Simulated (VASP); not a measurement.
## Al (relaxed from the layer:A7 structure): computed properties

These are PBEsol GGA, VASP's PBE PAW potentials (set 64) (plane waves; VASP) values and carry that method's errors.

```
Property                                                                                  Result
----------------------------------  ------------------------------------------------------------
space group                                                                          P-3m1 (164)
cell                                a = b = 2.7241 Å, c = 29.3308 Å, α = β = 90.00°, γ = 120.00°
band gap (over mesh and band path)                      none (metal, semimetal or under 0.01 eV)
```

```xyz
2
Lattice="2.7241 0.0000 0.0000 -1.3621 2.3591 0.0000 0.0000 0.0000 29.3308" Properties=species:S:1:pos:R:3 pbc="T T T"
Al     1.3621     0.7864    15.8855
Al     0.0000     1.5728    13.4453
```

The cell holds vacuum, so volume and density refer to the whole cell. The cell holds a wide vacuum, so values per volume refer to the whole cell.

The cell is a sheet with vacuum, built from a generated structure.
